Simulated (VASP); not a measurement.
The system is NaLaMnMoO6.

```
Na La Mn Mo O
1.0
     4.72242   -2.73688    0.00204
     4.72242    2.73688    0.00204
    -3.17796    0.00000    4.47000
Na La Mn Mo O
1 1 1 1 6
Direct
  0.25021 0.25021 0.74459
  0.75117 0.75117 0.25707
  0.49918 0.49918 0.49917
  0.00110 0.00110 0.00114
  0.28503 0.78106 0.28520
  0.78106 0.28503 0.28520
  0.25187 0.25187 0.18775
  0.74777 0.74777 0.81124
  0.21883 0.71407 0.71525
  0.71407 0.21883 0.71525
```

The cell was built by a generator and needn't be a form met in nature.

- Program: VASP 6.6.1
- Task: relaxation of cell and atoms
- Functional: LDA
- Potentials or basis: VASP PAW LDA potentials, release 64 (Na_pv, La, Mn_pv, Mo_sv, O)
- Cutoff: 600 eV
- k mesh: 6 × 6 × 6
- Occupations: fermi-dirac, width 0.05 eV
- Spin: collinear spin, ferromagnetic start
- Starting moments: [0.0, 0.0, 4.0, 1.0, 0.0, 0.0, 0.0, 0.0, 0.0, 0.0] μB

At the start: pressure -12.4 GPa; volume 11.56 Å³/atom.

Where does the relaxation end?

Over 18 steps the energy falls by 34.5 meV/atom and the volume is 10.76 Å³/atom (-6.9 %); space group Cm (No. 8, to 0.05 Å); moment 1.14 μB per cell.

The path:
| step | energy change (eV) | largest force (eV/Å) | pressure (GPa) | volume (Å³) |
| --- | --- | --- | --- | --- |
| 1 | 0.0000 | 0.1962 | -12.41 | 115.58 |
| 2 | 0.0332 | 1.0882 | 16.90 | 101.24 |
| 3 | -0.3120 | 0.4589 | -0.27 | 108.18 |
| 4 | -0.3120 | 0.4695 | 0.04 | 108.04 |
| 5 | -0.3309 | 0.2358 | 0.60 | 107.25 |
| 6 | -0.3329 | 0.1805 | 0.39 | 107.44 |
| 7 | -0.3368 | 0.1337 | -0.33 | 107.74 |
| 8 | -0.3377 | 0.1108 | -0.84 | 107.95 |
| 9 | -0.3402 | 0.0749 | -0.38 | 107.73 |
| 10 | -0.3412 | 0.0813 | 0.15 | 107.47 |
| 11 | -0.3420 | 0.0597 | 0.12 | 107.46 |
| 12 | -0.3426 | 0.0652 | 0.10 | 107.44 |
| 13 | -0.3426 | 0.0679 | 0.10 | 107.44 |
| 14 | -0.3432 | 0.0626 | -0.01 | 107.51 |
| 15 | -0.3437 | 0.0594 | -0.20 | 107.63 |
| 16 | -0.3442 | 0.0350 | 0.15 | 107.49 |
| 17 | -0.3443 | 0.0397 | 0.24 | 107.45 |
| 18 | -0.3446 | 0.0200 | 0.04 | 107.56 |

Final structure:
```xyz
10
Lattice="4.6122 -2.6702 0.0029 4.6122 2.6702 0.0029 -3.1029 0.0000 4.3648" Properties=species:S:1:pos:R:3 pbc="T T T"
Na   -0.0053    0.0000    3.2482
La    6.1396    0.0000    1.1153
Mn    3.0562    0.0000    2.1820
Mo    0.0044    0.0000    0.0048
O     3.9904    1.3253    1.2432
O     3.9904   -1.3253    1.2432
O     1.7321    0.0000    0.8564
O     4.4061    0.0000    3.4906
O     2.1146    1.3060    3.1459
O     2.1146   -1.3060    3.1459
```

Caveat: a cell with one magnetic atom can't hold antiferromagnetic order, which such compounds often take.
